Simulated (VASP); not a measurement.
Calculation: rev-vdW-DF2, VASP's PBE PAW potentials (set 64) (plane waves; VASP 6.6.1).

VASP ran on this input.

### KPOINTS
```
Automatic mesh
0
Gamma
12 12 12
0 0 0
```

File POSCAR:
```
Eu
1
   -2.1839677182     2.1839677182     2.1839677182
    2.1839677182    -2.1839677182     2.1839677182
    2.1839677182     2.1839677182    -2.1839677182
Eu
1
Direct
  0.0000000000   0.0000000000   0.0000000000
```

**INCAR**
```
! general
SYSTEM    =  Eu
PREC      =  Accurate
ENCUT     =  520
LREAL     =  .FALSE.
LASPH     =  .TRUE.

! electronic loop
EDIFF     =  1E-7
NELM      =  100
ALGO      =  Normal
LMAXMIX   =  6

! smearing
ISMEAR    =  1
SIGMA     =  0.1

! functional
GGA       =  MK
LUSE_VDW  =  .TRUE.
AGGAC     =  0.0
PARAM1    =  0.1234568
PARAM2    =  0.7114
ZAB_VDW   =  -1.8867

! ions
ISIF      =  2

! output
LWAVE     =  .FALSE.
LCHARG    =  .FALSE.
```

POTCAR, in this order: Eu_2 (PBE.64 set). Program: vasp_std.

The 4f electrons are frozen in the core of the lanthanide potential, so 4f levels, which can set the real gap, and their magnetism are missing.

Question: Predict the energy per atom (σ→0), band gap (on the k-mesh).

Answer: 
The energy per atom (σ→0) is 0.325 eV/atom. The band gap (on the k-mesh) comes out as none (metal, semimetal or under 0.01 eV).

### OSZICAR
```
...
DAV:   5     0.348625687938E+00   -0.10872E-04   -0.10872E-04  1520   0.649E-02    0.710E+00
DAV:   6     0.333564525470E+00   -0.15061E-01   -0.17993E-03  1912   0.406E-01    0.424E+00
DAV:   7     0.324645456259E+00   -0.89191E-02   -0.48212E-03  1792   0.621E-01    0.614E-02
DAV:   8     0.324546853079E+00   -0.98603E-04   -0.17540E-04  1864   0.980E-02    0.146E-02
DAV:   9     0.324530231576E+00   -0.16622E-04   -0.17460E-05  1520   0.278E-02    0.675E-03
DAV:  10     0.324529109656E+00   -0.11219E-05   -0.34522E-06  1816   0.135E-02    0.124E-03
DAV:  11     0.324529038963E+00   -0.70693E-07   -0.53748E-08  1144   0.205E-03
   1 F= 0.32452904E+00 E0= 0.32459807E+00  d E =-.207080E-03
```

The compound is Eu in the bcc structure. This cell is one point of a volume scan, at 1.03 of the reference volume.
